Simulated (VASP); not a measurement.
All values below come from AM05 GGA, VASP's PBE PAW potentials (set 64) (plane waves; VASP).

VASP ran on this input.

INCAR:
```
! general
SYSTEM   =  PbO
PREC     =  Accurate
ENCUT    =  520
LREAL    =  .FALSE.
LASPH    =  .TRUE.

! electronic loop
EDIFF    =  1E-6
NELM     =  100
ALGO     =  Normal
LMAXMIX  =  4

! smearing
ISMEAR   =  0
SIGMA    =  0.05

! functional
GGA      =  AM

! ions
IBRION   =  2
NSW      =  60
ISIF     =  3
EDIFFG   =  -0.02

! output
LWAVE    =  .FALSE.
LCHARG   =  .FALSE.
```

**POSCAR**
```
PbO
1
    3.9905697561     0.0000000000     0.0000000000
    0.0000000000     3.9905697561     0.0000000000
    0.0000000000    -0.0000000000     5.3072332542
Pb O
2 2
Direct
  0.5000000000   0.0000000000   0.7765435293
  0.0000000000   0.5000000000   0.2234564707
  0.5000000000   0.5000000000   0.0000000000
  0.0000000000   0.0000000000   0.0000000000
```

### KPOINTS
```
kpoints
0
G
 5 5 4
```

POTCAR, in this order: Pb_d O (PBE.64 set). Program: vasp_std.

What VASP printed:

### OSZICAR
```
       N       E                     dE             d eps       ncg     rms          rms(c)
DAV:   1     0.449359158290E+03    0.44936E+03   -0.20121E+04   864   0.193E+03
DAV:   2     0.349748441890E+02   -0.41438E+03   -0.40710E+03   920   0.491E+02
DAV:   3    -0.241017894586E+02   -0.59077E+02   -0.56148E+02  1168   0.192E+02
DAV:   4    -0.260776245037E+02   -0.19758E+01   -0.19744E+01   928   0.400E+01
DAV:   5    -0.261469819620E+02   -0.69357E-01   -0.69347E-01  1248   0.743E+00    0.115E+01
DAV:   6    -0.221417362359E+02    0.40052E+01   -0.32644E+01  1376   0.435E+01    0.523E+00
DAV:   7    -0.219910720406E+02    0.15066E+00   -0.29790E+00  1120   0.131E+01    0.257E+00
DAV:   8    -0.220102009681E+02   -0.19129E-01   -0.10923E+00  1272   0.782E+00    0.171E+00
DAV:   9    -0.219558251426E+02    0.54376E-01   -0.30748E-01  1352   0.473E+00    0.310E-01
DAV:  10    -0.219591028283E+02   -0.32777E-02   -0.26009E-02   984   0.981E-01    0.785E-02
DAV:  11    -0.219594310760E+02   -0.32825E-03   -0.40496E-03  1472   0.494E-01    0.105E-01
DAV:  12    -0.219593380059E+02    0.93070E-04   -0.39100E-04  1240   0.214E-01    0.692E-02
DAV:  13    -0.219593101924E+02    0.27814E-04   -0.71578E-04  1336   0.240E-01    0.236E-02
DAV:  14    -0.219593035395E+02    0.66530E-05   -0.10591E-04  1344   0.103E-01    0.407E-03
DAV:  15    -0.219593044566E+02   -0.91711E-06   -0.51401E-06   952   0.224E-02
   1 F= -.21959304E+02 E0= -.21959304E+02  d E =-.219593E+02
       N       E                     dE             d eps       ncg     rms          rms(c)
DAV:   1    -0.219724200362E+02   -0.13116E-01   -0.40521E-01  1056   0.106E+01    0.695E-01
DAV:   2    -0.219611737762E+02    0.11246E-01   -0.52693E-02  1152   0.247E+00    0.208E-01
DAV:   3    -0.219596325217E+02    0.15413E-02   -0.59153E-03  1200   0.142E+00    0.889E-02
DAV:   4    -0.219594351538E+02    0.19737E-03   -0.15587E-03  1264   0.585E-01    0.214E-02
DAV:   5    -0.219594395847E+02   -0.44310E-05   -0.15028E-04  1344   0.139E-01    0.104E-02
DAV:   6    -0.219594382434E+02    0.13414E-05   -0.19955E-05  1352   0.677E-02    0.338E-03
DAV:   7    -0.219594381723E+02    0.71113E-07   -0.22236E-06   744   0.133E-02
   2 F= -.21959438E+02 E0= -.21959438E+02  d E =-.133716E-03
       N       E                     dE             d eps       ncg     rms          rms(c)
DAV:   1    -0.219617935506E+02   -0.23553E-02   -0.69298E-02  1048   0.436E+00    0.289E-01
DAV:   2    -0.219598535585E+02    0.19400E-02   -0.90861E-03  1152   0.103E+00    0.860E-02
DAV:   3    -0.219595896609E+02    0.26390E-03   -0.10119E-03  1200   0.582E-01    0.366E-02
DAV:   4    -0.219595580997E+02    0.31561E-04   -0.26406E-04  1272   0.240E-01    0.889E-03
DAV:   5    -0.219595599494E+02   -0.18496E-05   -0.25539E-05  1312   0.569E-02    0.431E-03
DAV:   6    -0.219595602078E+02   -0.25846E-06   -0.28253E-06   784   0.281E-02
   3 F= -.21959560E+02 E0= -.21959560E+02  d E =-.255751E-03
       N       E                     dE             d eps       ncg     rms          rms(c)
DAV:   1    -0.219595732950E+02   -0.13346E-04   -0.42220E-04  1056   0.341E-01    0.225E-02
DAV:   2    -0.219595610293E+02    0.12266E-04   -0.54528E-05  1160   0.812E-02    0.661E-03
DAV:   3    -0.219595593650E+02    0.16644E-05   -0.56666E-06   960   0.461E-02    0.253E-03
DAV:   4    -0.219595592870E+02    0.77955E-07   -0.14925E-06   488   0.197E-02
   4 F= -.21959559E+02 E0= -.21959559E+02  d E =-.254830E-03
       N       E                     dE             d eps       ncg     rms          rms(c)
DAV:   1    -0.219595629771E+02   -0.36121E-05   -0.90553E-05  1056   0.151E-01    0.105E-02
DAV:   2    -0.219595605017E+02    0.24754E-05   -0.12243E-05  1104   0.370E-02    0.315E-03
DAV:   3    -0.219595601608E+02    0.34088E-06   -0.98138E-07   456   0.207E-02
   5 F= -.21959560E+02 E0= -.21959560E+02  d E =-.255704E-03
       N       E                     dE             d eps       ncg     rms          rms(c)
DAV:   1    -0.219601625461E+02   -0.60204E-03   -0.48703E-02  1352   0.220E+00    0.140E-01
DAV:   2    -0.219597327447E+02    0.42980E-03   -0.22934E-03  1304   0.501E-01    0.396E-02
DAV:   3    -0.219596700794E+02    0.62665E-04   -0.24859E-04  1224   0.281E-01    0.177E-02
DAV:   4    -0.219596620877E+02    0.79917E-05   -0.65010E-05  1248   0.114E-01    0.498E-03
DAV:   5    -0.219596619929E+02    0.94758E-07   -0.68323E-06  1088   0.298E-02
   6 F= -.21959662E+02 E0= -.21959662E+02  d E =-.101832E-03
       N       E                     dE             d eps       ncg     rms          rms(c)
DAV:   1    -0.219642153425E+02   -0.45533E-02   -0.44115E-01  1352   0.667E+00    0.417E-01
DAV:   2    -0.219603698586E+02    0.38455E-02   -0.20246E-02  1304   0.151E+00    0.118E-01
DAV:   3    -0.219598074076E+02    0.56245E-03   -0.22078E-03  1232   0.845E-01    0.529E-02
DAV:   4    -0.219597395199E+02    0.67888E-04   -0.58084E-04  1240   0.338E-01    0.147E-02
DAV:   5    -0.219597417105E+02   -0.21906E-05   -0.65744E-05  1336   0.894E-02    0.752E-03
DAV:   6    -0.219597400794E+02    0.16310E-05   -0.98318E-06  1256   0.493E-02    0.244E-03
DAV:   7    -0.219597399508E+02    0.12862E-06   -0.11571E-06   544   0.101E-02
   7 F= -.21959740E+02 E0= -.21959740E+02  d E =-.179790E-03
       N       E                     dE             d eps       ncg     rms          rms(c)
DAV:   1    -0.219599803102E+02   -0.24023E-03   -0.22419E-02  1352   0.149E+00    0.944E-02
DAV:   2    -0.219597832964E+02    0.19701E-03   -0.10488E-03  1304   0.341E-01    0.268E-02
DAV:   3    -0.219597545368E+02    0.28760E-04   -0.11349E-04  1224   0.190E-01    0.120E-02
DAV:   4    -0.219597515141E+02    0.30227E-05   -0.29547E-05  1224   0.760E-02    0.336E-03
DAV:   5    -0.219597518884E+02   -0.37422E-06   -0.27091E-06   704   0.197E-02
   8 F= -.21959752E+02 E0= -.21959752E+02  d E =-.191728E-03
```

**OUTCAR**
```
------------------------ aborting loop because EDIFF is reached ----------------------------------------
  FORCE on cell =-STRESS in cart. coord.  units (eV):
  Direction    XX          YY          ZZ          XY          YZ          ZX
  --------------------------------------------------------------------------------------
  Total       -0.0355075     -0.0355075      0.0553975      0.0000000      0.0000000      0.0000000
  in kB       -0.6686703     -0.6686703      1.0432342      0.0000000      0.0000000      0.0000000
  external PRESSURE =      -0.0980354 kB  Pullay stress =       0.0000000 kB
  volume of cell :       85.08
      direct lattice vectors                 reciprocal lattice vectors
     4.000678616  0.000000000  0.000000000     0.249957594  0.000000000  0.000000000
     0.000000000  4.000678616 -0.000000000     0.000000000  0.249957594  0.000000000
     0.000000000 -0.000000000  5.315593572     0.000000000  0.000000000  0.188125745
 POSITION                                       TOTAL-FORCE (eV/Angst)
 -----------------------------------------------------------------------------------
      2.00034      4.00068      4.13243         0.000000     -0.000000      0.000291
      0.00000      2.00034      1.18316         0.000000      0.000000     -0.000291
      2.00034      2.00034     -0.00000         0.000000     -0.000000      0.000000
      0.00000      0.00000     -0.00000         0.000000     -0.000000      0.000000
 -----------------------------------------------------------------------------------
    total drift:                                0.000000      0.000000     -0.000000
  FREE ENERGIE OF THE ION-ELECTRON SYSTEM (eV)
  ---------------------------------------------------
  free  energy   TOTEN  =       -21.9597518884 eV

  energy  without entropy=      -21.9597518884  energy(sigma->0) =      -21.95975189

 reached required accuracy - stopping structural energy minimisation
```
(Selected blocks of OUTCAR.)

**CONTCAR**
```
PbO
   1.00000000000000
     4.0006786164054766    0.0000000000000000    0.0000000000000000
     0.0000000000000000    4.0006786164054766   -0.0000000000000000
     0.0000000000000000   -0.0000000000000000    5.3155935718813572
  Pb              O
     2     2
Direct
     0.5000000000000000    1.0000000000000000    0.7774163756038933
     0.0000000000000000    0.5000000000000000    0.2225836243961067
     0.5000000000000000    0.5000000000000000    0.0000000000000000
     0.0000000000000000    0.0000000000000000    0.0000000000000000
```

Without a dispersion term in the relaxation, distances and binding between the weakly bound layers, chains or molecules are unreliable, and so is what depends on them.

The compound is PbO in the litharge structure. This run relaxes it. Symmetry was kept, so distortions that lower it aren't found. The start is the result of an earlier pass.
